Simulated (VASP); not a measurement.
Data:

```
Ti
1.0
   -2.47359     2.47359     1.40291
    2.47359    -2.47359     1.40291
    2.47359     2.47359    -1.40291
Ti
2
Direct
  0.75000   0.25000   0.50000
  0.00000   0.00000   0.00000
```

Computed with r2SCAN meta-GGA, VASP's PBE PAW potentials (set 64) (plane waves; VASP). Numerical set-up: 400 eV cut-off, 17×17×17 Γ-centred mesh, tetrahedra with Blöchl corrections, potentials Ti_sv.

Problem. Give the energies of bands 9 to 15 at the high-symmetry points, in eV from the Fermi level.

Solution. 
```json
[
 {"band": "9", "Γ": "-6.11", "X": "-3.11", "M": "-2.03", "Z": "-1.53", "P": "-1.92", "N": "-2.31"},
 {"band": "10", "Γ": "-2.71", "X": "-3.11", "M": "-2.03", "Z": "-1.53", "P": "-1.92", "N": "-2.05"},
 {"band": "11", "Γ": "-0.87", "X": "-0.35", "M": "0.19", "Z": "-0.60", "P": "-1.27", "N": "-1.08"},
 {"band": "12", "Γ": "-0.38", "X": "-0.35", "M": "0.19", "Z": "-0.59", "P": "-1.27", "N": "-0.11"},
 {"band": "13", "Γ": "0.41", "X": "0.63", "M": "0.31", "Z": "0.70", "P": "1.24", "N": "0.97"},
 {"band": "14", "Γ": "2.70", "X": "0.63", "M": "0.31", "Z": "1.17", "P": "1.24", "N": "1.56"},
 {"band": "15", "Γ": "2.70", "X": "2.33", "M": "2.58", "Z": "2.12", "P": "3.15", "N": "1.69"}
]
```

It has no gap at this level: it comes out as a metal or semimetal.

The structure was generated: Ti was put into the beta-Sn type (I4_1/amd), which need not be its known phase. It was relaxed first, which changed the volume by -7 %.
